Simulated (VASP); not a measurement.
# A point defect in a supercell of Ba2HgN2

How easily does a point defect form in Ba2HgN2? The host is relaxed first, then a supercell is run with and without the defect. The cell takes the structure of Ba2CaN2 from the Materials Project database, with elements swapped. The cell is invented: it takes the structure of a Materials Project entry for Ba2CaN2 (space group 164 there), with some of its atoms replaced by other elements, volume scaled by an estimate. It may not be a known or stable phase.

Calculated with VASP 6.6.1; LDA; plane waves and PAW (Hg, Ba_sv, N); invented cell.

## Step 1: Set-up

The structure is trigonal, space group P-3m1 (No. 164). Conventional cell: a = 3.871 Å, b = 3.871 Å, c = 10.415 Å, α = 90.00°, β = 90.00°, γ = 120.00°. Nearest to Hg lie 6 N at 2.72 Å. Nearest to Ba lie 3 N at 2.61 Å. Nearest to N lie 3 Ba at 2.61 Å. It derives from Ba2CaN2. It takes the structure of a Materials Project entry for Ba2CaN2 (space group 164 there), with some of its atoms replaced by other elements, volume scaled by an estimate. Farther neighbours and most contacts between anions are not listed.

As a file:

```cif
data_structure
_symmetry_space_group_name_H-M 'P-3m1'
_symmetry_Int_Tables_number 164
_cell_length_a 3.8710
_cell_length_b 3.8710
_cell_length_c 10.4146
_cell_angle_alpha 90.000
_cell_angle_beta 90.000
_cell_angle_gamma 120.000
_cell_volume 135.15
loop_
_atom_site_label
_atom_site_type_symbol
_atom_site_symmetry_multiplicity
_atom_site_Wyckoff_symbol
_atom_site_fract_x
_atom_site_fract_y
_atom_site_fract_z
_atom_site_occupancy
Hg1 Hg 1 b 0.00000 0.00000 0.50000 1
Ba1 Ba 2 d 0.66667 0.33333 0.22101 1
N1 N 2 d 0.66667 0.33333 0.64906 1
```

## Step 2: Relaxing the host crystal

First cell and atoms are relaxed at a raised cutoff, so that later runs start from this functional's own cell.

The input, INCAR:

```
SYSTEM = Ba2HgN2
PREC = Accurate
ENCUT = 520
EDIFF = 1E-06
NELM = 120
ISMEAR = 0
SIGMA = 0.05
LREAL = .FALSE.
ALGO = Normal
GGA = CA
NBANDS = 27
LORBIT = 11
LWAVE = .FALSE.
LCHARG = .FALSE.
IBRION = 2
NSW = 40
ISIF = 3
EDIFFG = -0.02
POTIM = 0.4
```

The input, POSCAR:

```
Ba2HgN2
1.0
    3.8709670000      0.0000000000      0.0000000000
   -1.9354840000      3.3523560000      0.0000000000
    0.0000000000      0.0000000000     10.4146420000
Hg Ba N
1 2 2
Direct
    0.0000000000      0.0000000000      0.5000000000
    0.6666666700      0.3333333300      0.2210150000
    0.3333333300      0.6666666700      0.7789850000
    0.6666666700      0.3333333300      0.6490590000
    0.3333333300      0.6666666700      0.3509410000
```

The input, KPOINTS:

```
Automatic mesh
0
Gamma
4 4 2
0 0 0
```

The projector-augmented-wave data sets are Hg, Ba_sv and N (LDA family, release 64).

Started as:

```console
> export OMP_NUM_THREADS=5
> mpirun -np 1 vasp_std
```

The log of the run:

```text
[banner, memory and clock lines left out]
running    1 mpi-ranks, on    1 nodes
 distrk:  each k-point on    1 cores,    1 groups
 distr:  one band on    1 cores,    1 groups
 Offloading initialized ...    1 GPUs detected
 POSCAR found type information on POSCAR HgBaN
 POSCAR found :  3 types and       5 ions
 LDA part: xc-table for (Slater(with rela. corr.)+CA(PZ))
 , standard interpolation
 POSCAR, INCAR and KPOINTS ok, starting setup
 FFT: planning ... GRIDC
 FFT: planning ... GRID_SOFT
 FFT: planning ... GRID
 WAVECAR not read
 entering main loop
       N       E                     dE             d eps       ncg     rms          rms(c)
DAV:   1     0.322702606807E+03    0.32270E+03   -0.19605E+04   432   0.139E+03
DAV:   2     0.164770246201E+01   -0.32105E+03   -0.30825E+03   547   0.311E+02
DAV:   3    -0.299348717579E+02   -0.31583E+02   -0.31280E+02   589   0.937E+01
DAV:   4    -0.308662217685E+02   -0.93135E+00   -0.92854E+00   613   0.145E+01
DAV:   5    -0.308877984166E+02   -0.21577E-01   -0.21574E-01   556   0.197E+00    0.158E+01
DAV:   6    -0.239641744400E+02    0.69236E+01   -0.62569E+01   533   0.556E+01    0.126E+01
DAV:   7    -0.225993563871E+02    0.13648E+01   -0.15050E+01   505   0.161E+01    0.656E+00
DAV:   8    -0.222813564478E+02    0.31800E+00   -0.11388E+00   461   0.476E+00    0.388E+00
DAV:   9    -0.220876894182E+02    0.19367E+00   -0.14484E+00   489   0.306E+00    0.110E+00
DAV:  10    -0.220668976592E+02    0.20792E-01   -0.24357E-01   524   0.146E+00    0.412E-01
DAV:  11    -0.220644362900E+02    0.24614E-02   -0.16444E-02   509   0.587E-01    0.232E-01
DAV:  12    -0.220647235435E+02   -0.28725E-03   -0.25684E-03   497   0.204E-01    0.175E-01
DAV:  13    -0.220644180701E+02    0.30547E-03   -0.10164E-03   490   0.117E-01    0.655E-02
DAV:  14    -0.220643716584E+02    0.46412E-04   -0.45241E-04   532   0.600E-02    0.156E-02
DAV:  15    -0.220643728879E+02   -0.12295E-05   -0.75417E-06   493   0.124E-02    0.858E-03
DAV:  16    -0.220643715991E+02    0.12888E-05   -0.17487E-05   439   0.835E-03    0.248E-03
DAV:  17    -0.220643715746E+02    0.24442E-07   -0.21274E-07   269   0.263E-03
   1 F= -.22064372E+02 E0= -.22060896E+02  d E =-.220644E+02
 curvature:   0.00 expect dE= 0.000E+00 dE for cont linesearch  0.000E+00
 trial: gam= 0.00000 g(F)=  0.235E+00 g(S)=  0.752E+00 ort = 0.000E+00 (trialstep = 0.100E+01)
 search vector abs. value=  0.987E+00
 bond charge predicted
       N       E                     dE             d eps       ncg     rms          rms(c)
DAV:   1    -0.279093319426E+02   -0.58450E+01   -0.14223E+02   440   0.831E+01    0.163E+01
DAV:   2    -0.244424607359E+02    0.34669E+01   -0.45159E+01   534   0.355E+01    0.703E+00
DAV:   3    -0.228141628168E+02    0.16283E+01   -0.65047E+00   602   0.124E+01    0.344E+00
DAV:   4    -0.226149835427E+02    0.19918E+00   -0.84351E-01   497   0.522E+00    0.117E+00
DAV:   5    -0.226061666899E+02    0.88169E-02   -0.18141E-01   626   0.217E+00    0.689E-01
DAV:   6    -0.226106935050E+02   -0.45268E-02   -0.14651E-02   559   0.627E-01    0.420E-01
DAV:   7    -0.226122197201E+02   -0.15262E-02   -0.99743E-03   622   0.381E-01    0.113E-01
DAV:   8    -0.226121695367E+02    0.50183E-04   -0.13666E-03   516   0.146E-01    0.453E-02
DAV:   9    -0.226121782319E+02   -0.86952E-05   -0.93059E-05   524   0.583E-02    0.190E-02
DAV:  10    -0.226121767233E+02    0.15086E-05   -0.94322E-06   500   0.197E-02    0.640E-03
DAV:  11    -0.226121767158E+02    0.75345E-08   -0.27481E-06   345   0.820E-03
   2 F= -.22612177E+02 E0= -.22609838E+02  d E =-.547805E+00
[... from here on, the cycles between the ionic steps are left out ...]
   3 F= -.22613189E+02 E0= -.22610964E+02  d E =-.548818E+00
   4 F= -.22725558E+02 E0= -.22724073E+02  d E =-.112369E+00
   5 F= -.22818161E+02 E0= -.22816703E+02  d E =-.204972E+00
   6 F= -.22818144E+02 E0= -.22816702E+02  d E =-.204955E+00
   7 F= -.22821666E+02 E0= -.22820173E+02  d E =-.352236E-02
   8 F= -.22822708E+02 E0= -.22821233E+02  d E =-.456415E-02
   9 F= -.22823312E+02 E0= -.22821795E+02  d E =-.603595E-03
 trial-energy change:   -0.000604  1 .order   -0.000607   -0.000713   -0.000500
 step:   4.6056(harm=  4.6056)  dis= 0.01132  next Energy=   -22.823905 (dE=-0.120E-02)
 bond charge predicted
       N       E                     dE             d eps       ncg     rms          rms(c)
DAV:   1    -0.228294038804E+02   -0.60921E-02   -0.82200E-01   432   0.582E+00    0.481E-01
DAV:   2    -0.228254048571E+02    0.39990E-02   -0.23940E-02   535   0.109E+00    0.274E-01
DAV:   3    -0.228243031599E+02    0.11017E-02   -0.14826E-03   497   0.240E-01    0.174E-01
DAV:   4    -0.228239399773E+02    0.36318E-03   -0.11414E-03   628   0.185E-01    0.531E-02
DAV:   5    -0.228239326302E+02    0.73471E-05   -0.15208E-04   526   0.576E-02    0.294E-02
DAV:   6    -0.228239330946E+02   -0.46433E-06   -0.13683E-05   527   0.224E-02    0.105E-02
DAV:   7    -0.228239332113E+02   -0.11679E-06   -0.12103E-06   237   0.827E-03
  10 F= -.22823933E+02 E0= -.22822309E+02  d E =-.122502E-02
 curvature:  -2.97 expect dE=-0.994E-04 dE for cont linesearch -0.348E-05
 trial: gam= 0.03876 g(F)=  0.225E-04 g(S)=  0.110E-04 ort = 0.280E-04 (trialstep = 0.202E+01)
 search vector abs. value=  0.366E-04
 reached required accuracy - stopping structural energy minimisation
```

It took 2.4 min on 1 × NVIDIA H100 80GB HBM3, 81559 MiB with 1 MPI rank of AMD EPYC 7R13 (Zen 3), card shared with another run, shared host; peak memory 1.7 GiB.

Lines that name or quote the potential files are left out of all logs, and their timing lines are given in words.

From OUTCAR (step 2):

```text
ion  position               nearest neighbor table
   1  0.000  0.000  0.500-   4 2.72   5 2.72   5 2.72   4 2.72   4 2.72   5 2.72   3 3.67   2 3.67
                             3 3.67   2 3.67   2 3.67   3 3.67
   2  0.667  0.333  0.221-   5 2.61   5 2.61   5 2.61   1 3.67   1 3.67   1 3.67
   3  0.333  0.667  0.779-   4 2.61   4 2.61   4 2.61   1 3.67   1 3.67   1 3.67
   4  0.667  0.333  0.649-   3 2.61   3 2.61   3 2.61   1 2.72   1 2.72   1 2.72
   5  0.333  0.667  0.351-   2 2.61   2 2.61   2 2.61   1 2.72   1 2.72   1 2.72

  LATTYP: Found a hexagonal cell.
 ALAT       =     3.8709670000
 C/A-ratio  =     2.6904496990

 Subroutine GETGRP returns: Found 12 space group operations
 (whereof 12 operations were pure point group operations)

The static configuration has the point symmetry D_3d.

 Found      8 irreducible k-points:

   k-points           NKPTS =      8   k-points in BZ     NKDIM =      8   number of bands    NBANDS=     27

   dimension x,y,z NGX =    30 NGY =   30 NGZ =   80
   dimension x,y,z NGXF=    60 NGYF=   60 NGZF=  160

   ENCUT  =  520.0 eV  38.22 Ry    6.18 a.u.   7.20  7.20 19.36*2*pi/ulx,y,z

   NELECT =      42.0000    total number of electrons

 k-points in reciprocal lattice and weights: Automatic mesh
   0.00000000  0.00000000  0.00000000       0.031
   0.25000000  0.00000000  0.00000000       0.188
   0.50000000  0.00000000  0.00000000       0.094
   0.25000000  0.25000000  0.00000000       0.188
   0.00000000  0.00000000  0.50000000       0.031
   0.25000000  0.00000000  0.50000000       0.188
   0.50000000  0.00000000  0.50000000       0.094
   0.25000000  0.25000000  0.50000000       0.188

 average (electrostatic) potential at core
       1 -40.6268       2 -35.6195       3 -35.6195       4 -64.8190       5 -64.8190

 E-fermi :   2.3798

 k-point     1 :       0.0000    0.0000    0.0000
  band No.  band energies     occupation
    ...
     18       0.6717      2.00000
     19       1.1723      2.00000
     20       1.4351      2.00000
     21       1.4351      2.00000
     22       1.4882      2.00000
     23       3.7176      0.00000
     24       4.8868      0.00000
     25       6.9778      0.00000
     26       6.9778      0.00000
     27       7.0913      0.00000

 k-point     2 :       0.2500    0.0000    0.0000
  band No.  band energies     occupation
    ...
     17       0.6388      2.00000
     18       0.7556      2.00000
     19       0.8827      2.00000
     20       1.7507      2.00000
     21       1.7907      2.00000
     22       2.5796      0.00000
     23       3.7588      0.00000
     24       4.9142      0.00000
     25       5.7708      0.00000
     26       6.1079      0.00000
    ...

 k-point     3 :       0.5000    0.0000    0.0000
  band No.  band energies     occupation
    ...
     17       0.2476      2.00000
     18       0.7327      2.00000
     19       0.8270      2.00000
     20       2.2121      2.00000
     21       2.3225      1.89471
     22       3.3469      0.00000
     23       4.1467      0.00000
     24       4.5583      0.00000
     25       5.5578      0.00000
     26       5.8629      0.00000
    ...

  Total       -0.0088150     -0.0088150     -0.0356451      0.0000000     -0.0000000     -0.0000000
  in kB       -0.1154060     -0.1154060     -0.4666665      0.0000000     -0.0000000     -0.0000000
  external PRESSURE =      -0.2324928 kB  Pullay stress =       0.0000000 kB

  energy-cutoff  :      520.00
  volume of cell :      122.38
      direct lattice vectors                 reciprocal lattice vectors
     3.997285588 -0.000000016 -0.000000000     0.250169767  0.144435609  0.000000000
    -1.998643324  3.461751135  0.000000000     0.000000001  0.288871142 -0.000000000
    -0.000000000  0.000000000  8.843875239     0.000000000 -0.000000000  0.113072604

 POSITION                                       TOTAL-FORCE (eV/Angst)
 -----------------------------------------------------------------------------------
     -0.00000      0.00000      4.42194        -0.000000     -0.000000     -0.000000
      1.99864      1.15392      2.06775         0.000000     -0.000000     -0.013431
     -0.00000      2.30783      6.77613        -0.000000      0.000000      0.013431
      1.99864      1.15392      5.74197        -0.000000      0.000000      0.010515
     -0.00000      2.30783      3.10191         0.000000     -0.000000     -0.010515
 -----------------------------------------------------------------------------------
    total drift:                                0.000000     -0.000000      0.000000

  FREE ENERGIE OF THE ION-ELECTRON SYSTEM (eV)
  ---------------------------------------------------
  free  energy   TOTEN  =       -22.8239332113 eV

  energy  without entropy=      -22.8206846186  energy(sigma->0) =      -22.82230891

 reached required accuracy - stopping structural energy minimisation

 total charge
# of ion       s       p       d       tot
------------------------------------------
    1        0.708   0.321   9.387  10.416
    2        2.043   5.531   0.579   8.153
    3        2.043   5.531   0.579   8.153
    4        1.283   2.205   0.000   3.488
    5        1.283   2.205   0.000   3.488
--------------------------------------------------
tot          7.361  15.792  10.545  33.698

[... 3 further parts left out ...]
```

CONTCAR:

```
Ba2HgN2
    1.000000000000000
     3.9972855877919473   -0.0000000160392070   -0.0000000000000000
    -1.9986433241024892    3.4617511352536692    0.0000000000000001
    -0.0000000000000001    0.0000000000000000    8.8438752392545990
  Hg              Ba              N
     1     2     2
Direct
     0.0000000000000000    0.0000000000000000    0.5000000000000000
     0.6666666699999979    0.3333333300000021    0.2338054599772649
     0.3333333300000021    0.6666666699999979    0.7661945400227350
     0.6666666699999979    0.3333333300000021    0.6492595220409940
     0.3333333300000021    0.6666666699999979    0.3507404779590060
```

The run has no spin, yet a partly filled p shell of the light anion may carry a moment. The k-mesh is coarse for a metal. Harder data sets than Ba_sv exist (the GW ones), and pressures, volumes and forces can shift noticeably with them. After so large a change of volume the plane waves of the start cell no longer fit, so the final stress carries a basis-set error. The run keeps the 12 symmetry operations of its start, so it cannot find a distortion of lower symmetry.

Step by step:

```
step  energy less that of the first step (eV)  largest force (eV/Å)  pressure (GPa)  volume (Å³)
   1                                   0.0000                1.6758           -5.94       135.15
   2                                  -0.5478                0.2831            1.19       119.98
   3                                  -0.5488                0.3154            1.53       119.46
   4                                  -0.6612                0.1723            0.76       120.65
   5                                  -0.7538                0.1719           -0.69       122.96
   6                                  -0.7538                0.1696           -0.65       122.90
   7                                  -0.7573                0.0741            0.53       121.13
   8                                  -0.7583                0.0543            0.13       121.70
   9                                  -0.7589                0.0408            0.08       121.90
  10                                  -0.7596                0.0134           -0.02       122.38
```

```
     cell as run  before  after   change
           a (Å)   3.871  3.997   +3.3 %
           b (Å)   3.871  3.997   +3.3 %
           c (Å)  10.415  8.844  -15.1 %
volume (Å³/atom)   27.03  24.48   -9.4 %
```

The atoms that moved most (Å, as changes of fractional coordinates times the final cell):

```
atom     dx     dy      dz  length
 Ba3  0.000  0.000  -0.113   0.113
 Ba2  0.000  0.000   0.113   0.113
```

The relaxed structure:

```xyz
5
Lattice="3.9973 0.0000 0.0000 -1.9986 3.4618 0.0000 0.0000 0.0000 8.8439" Properties=species:S:1:pos:R:3 pbc="T T T"
Hg    0.0000    0.0000    4.4219
Ba    1.9986    1.1539    2.0677
Ba    0.0000    2.3078    6.7761
N     1.9986    1.1539    5.7420
N     0.0000    2.3078    3.1019
```

Numbers from this step:

| Item | Value |
| --- | --- |
| electronic cycles | 88 |
| electrons | 42 |
| free energy (TOTEN) | -22.82 eV |
| energy at zero smearing | -22.82 eV |
| Fermi energy | 2.380 eV |
| labelled metallic, from the levels on this mesh | yes |

The run ended after 10 ionic steps, 0.760 eV below its first step, once forces and stress met EDIFFG = -0.02.

(Part 1 of 2 ends here.)

[Lines on the potential files, build, host, timing and source positions are cut from VASP's logs without a mark.]

[Logs are printed without paths, hosts, clocks, repeated set-up lines and the standing remarks that a program may print on its own settings, such as how far it seeks lower states.]

[Hosts, paths, dates, database ids (printed as entryN), source tags and the programs' standing remarks are cut or masked in the printed files.]

[In band tables of VASP the shares of atoms and orbitals are scaled to a sum of 1 inside the atoms' spheres.]

[Runs that stopped without an error message from VASP are left out.]
